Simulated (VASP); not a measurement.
Calculation: PBEsol GGA, VASP's PBE PAW potentials (set 64) (plane waves; VASP).

VASP ran on this input.

### POSCAR
```
LiH
1
    0.0000000000     1.9879338360     1.9879338360
    1.9879338360     0.0000000000     1.9879338360
    1.9879338360     1.9879338360     0.0000000000
Li H
1 1
Direct
  0.0000000000   0.0000000000   0.0000000000
  0.5000000000   0.5000000000   0.5000000000
```

INCAR:
```
SYSTEM=LiH
PREC=Accurate; ENCUT=520; LREAL=.False.
LASPH=.True.
EDIFF=1E-7; NELM=100; ALGO=Normal
ISMEAR=0; SIGMA=0.05
GGA=PS
ISIF=2
LWAVE=.False.; LCHARG=.False.
```

### KPOINTS
```
Automatic mesh
0
Gamma
11 11 11
0 0 0
```

POTCAR, in this order: Li_sv H (PBE.64 set). Program: vasp_std.

Output

**OSZICAR**
```
       N       E                     dE             d eps       ncg     rms          rms(c)
DAV:   1    -0.111521823405E+01   -0.11152E+01   -0.15042E+03   678   0.603E+02
DAV:   2    -0.625960557644E+01   -0.51444E+01   -0.50792E+01   972   0.676E+01
DAV:   3    -0.634419448023E+01   -0.84589E-01   -0.84589E-01   786   0.849E+00
DAV:   4    -0.634553997174E+01   -0.13455E-02   -0.13455E-02   936   0.880E-01
DAV:   5    -0.634555724459E+01   -0.17273E-04   -0.17273E-04   804   0.599E-02    0.270E+00
DAV:   6    -0.617589718524E+01    0.16966E+00   -0.14706E-01   786   0.172E+00    0.135E+00
DAV:   7    -0.611911728718E+01    0.56780E-01   -0.18496E-01   852   0.215E+00    0.204E-01
DAV:   8    -0.612044090932E+01   -0.13236E-02   -0.56238E-03   762   0.683E-01    0.373E-02
DAV:   9    -0.612041646732E+01    0.24442E-04   -0.25944E-04  1020   0.880E-02    0.122E-02
DAV:  10    -0.612041569546E+01    0.77186E-06   -0.63190E-06   696   0.245E-02    0.228E-03
DAV:  11    -0.612041519459E+01    0.50087E-06   -0.40313E-07   942   0.772E-03    0.961E-04
DAV:  12    -0.612041458962E+01    0.60497E-06   -0.34013E-08   402   0.166E-03    0.120E-03
DAV:  13    -0.612041486812E+01   -0.27850E-06   -0.17344E-08   372   0.167E-03    0.969E-05
DAV:  14    -0.612041487950E+01   -0.11382E-07   -0.18399E-09   336   0.492E-04
   1 F= -.61204149E+01 E0= -.61204149E+01  d E =-.421956E-11
```

OUTCAR:
```
------------------------ aborting loop because EDIFF is reached ----------------------------------------
  FORCE on cell =-STRESS in cart. coord.  units (eV):
  Direction    XX          YY          ZZ          XY          YZ          ZX
  --------------------------------------------------------------------------------------
  Total       -0.0060289     -0.0060289     -0.0060289     -0.0000000      0.0000000      0.0000000
  in kB       -0.6147692     -0.6147692     -0.6147692     -0.0000000      0.0000000      0.0000000
  external PRESSURE =      -0.6147692 kB  Pullay stress =       0.0000000 kB
  volume of cell :       15.71
      direct lattice vectors                 reciprocal lattice vectors
     0.000000000  1.987933836  1.987933836    -0.251517425  0.251517425  0.251517425
     1.987933836  0.000000000  1.987933836     0.251517425 -0.251517425  0.251517425
     1.987933836  1.987933836  0.000000000     0.251517425  0.251517425 -0.251517425
  FREE ENERGIE OF THE ION-ELECTRON SYSTEM (eV)
  ---------------------------------------------------
  free  energy   TOTEN  =        -6.1204148795 eV

  energy  without entropy=       -6.1204148795  energy(sigma->0) =       -6.12041488
```
(Selected blocks of OUTCAR.)

The compound is LiH in the rock salt structure. It was relaxed first, which changed the volume by -7 %.
